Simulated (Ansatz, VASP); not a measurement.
**Cu5Mo in VASP and in Ansatz**

```
Cu Mo
1.0
     0.00000    3.37220    3.37220
     3.37220    0.00000    3.37220
     3.37220    3.37220    0.00000
Cu Mo
5 1
Direct
  0.25000 0.25000 0.25000
  0.12831 0.62390 0.62390
  0.62390 0.62390 0.62390
  0.62390 0.62390 0.12831
  0.62390 0.12831 0.62390
  0.00000 0.00000 0.00000
```

Change from the starting cell: species swapped into the DyCu5 type (F-43m, No. 216).

Alike in both runs: task single point; functional PBE; k mesh 4 × 4 × 4; occupations gaussian, width 0.1 eV; collinear spin.

|  | VASP | Ansatz |
| --- | --- | --- |
| version | VASP 6.6.1 | Ansatz 0.2.0 |
| potentials or method | VASP PAW PBE potentials, release 64 (Cu, Mo_sv) | scalar-relativistic, plane waves, PAW |
| plane-wave cutoff (eV) | 520 | 420 |
| valence electrons in the cell | 69 | 109 |

|  | VASP | Ansatz | Ansatz less VASP |
| --- | --- | --- | --- |
| gap on the k mesh at the Fermi level (eV) | none | none | - |
| pressure (GPa) | 2.2 | 1.7 | -0.46 |
| rms of the force components (eV/Å) | 0.177 | 0.174 | -0.0036 |
| net moment per atom (μB) | 0.33 | 0.33 | -0.001 |
| size of the moment on the site where the two differ most (μB) | 1.51 | 1.37 | -0.141 |

Site moments also hang on the region over which each program counts them. Atom by atom the forces differ by 0.004 eV/Å (rms over components). A gap of «none» marks a metal or a gap that the smearing closes. The two sets of potentials don't hold the same shells in valence.

Caveats: the k mesh is coarse (spacing up to 0.40 Å⁻¹), so the values aren't converged.
